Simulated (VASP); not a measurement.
```xyz
6
Lattice="1.7365 -3.0078 0.0000 1.7365 3.0078 0.0000 0.0000 0.0000 13.7574" Properties=species:S:1:pos:R:3 pbc="T T T"
Te     1.7365     1.0026    12.1153
Te     1.7365    -1.0026     5.2365
Te     1.7365    -1.0026     1.6422
Te     1.7365     1.0026     8.5209
Mo     1.7365     1.0026     3.4394
Mo     1.7365    -1.0026    10.3181
```

Calculation: vdW-DF-cx, VASP's PBE PAW potentials (set 64) (plane waves; VASP). Run with 520 eV cut-off, 7×7×2 Γ-centred mesh, Gaussian smearing of 0.050 eV, potentials Te Mo_sv.

Question: The ions and cell shape at fixed volume are relaxed. Predict the relaxed structure.

Answer: 
```xyz
6
Lattice="1.7427 -3.0184 0.0000 1.7427 3.0184 0.0000 0.0000 0.0000 13.6609" Properties=species:S:1:pos:R:3 pbc="T T T"
Te     1.7427     1.0061    12.0643
Te     1.7427    -1.0061     5.2339
Te     1.7427    -1.0061     1.5966
Te     1.7427     1.0061     8.4270
Mo     1.7427     1.0061     3.4152
Mo     1.7427    -1.0061    10.2457
```
Space group P6_3/mmc (194), at a tolerance of 0.03 Å.

Question: How much energy does the relaxation gain?

Answer: The energy (σ→0) changes by -4.4 meV/atom, in 6 ionic steps.

The compound is MoTe2 in the 2H layered structure. This cell is one point of a volume scan, at 0.97 of the reference volume. Symmetry was kept, so distortions that lower it aren't found.
